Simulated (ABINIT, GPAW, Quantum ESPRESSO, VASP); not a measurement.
# One structure in several programs: CdSe (F-43m, 2 atoms in the cell)

Self-consistent single point.

```xyz
2
Lattice="0.0000 3.0250 3.0250 3.0250 0.0000 3.0250 3.0250 3.0250 0.0000" Properties=species:S:1:pos:R:3 pbc="T T T"
Cd     0.0000     0.0000     0.0000
Se     1.5125     1.5125     1.5125
```

All programs got the same cell, k-point mesh and kind of occupations (in ABINIT's words: tsmear = 0.00183747 Ha; ngkpt = 9 9 9; nshiftk = 1; shiftk = 0 0 0); potentials, basis and cutoffs are each program's usual ones.

```
code                                                         model  pressure (GPa)  gap on the mesh (eV)  cutoff
----------------  ------------------------------------------------  --------------  --------------------  ------
ABINIT                                 PBE, PAW (JTH v2.0 PBE PAW)            3.78                 0.633   20 Ha
Quantum ESPRESSO  PBE, SSSP 1.1.2 precision (PBE) pseudopotentials            3.60                 0.616   55 Ry
VASP                       PBE, VASP's PBE PAW potentials (set 64)               –                 0.635  300 eV
GPAW                  PBE, GPAW PAW datasets PBE (gpaw-data 1.0.1)            3.56                 0.635  600 eV
```

A dash marks a value that a program does not give, or that is left out as unsure.

Gaps are read on the mesh.

The spread over the programs that give each value: pressure within 0.22 GPa; gap on the mesh within 0.019 eV.

The starting cell has typed, rounded lattice constants, without a prior relaxation at this level. On ABINIT's run: In the base run, with a pressure of about 4 GPa the cell is away from its equilibrium volume at this level.

**Question.** Why do the programs differ, and what cannot be compared?

**Answer.** Differences of this kind can come from the potentials, where these differ, and from what each basis and cutoff leave unconverged. The zero of total energies and Fermi levels follows the potentials and each program's conventions, so they are not compared here.

VASP's run is marked for a possible Pulay error in its stress at this cutoff; no cutoff test was made.

Left out of this page: Ansatz, CP2K, Elk, FLEUR and SIESTA (not drawn, or without a comparable value).
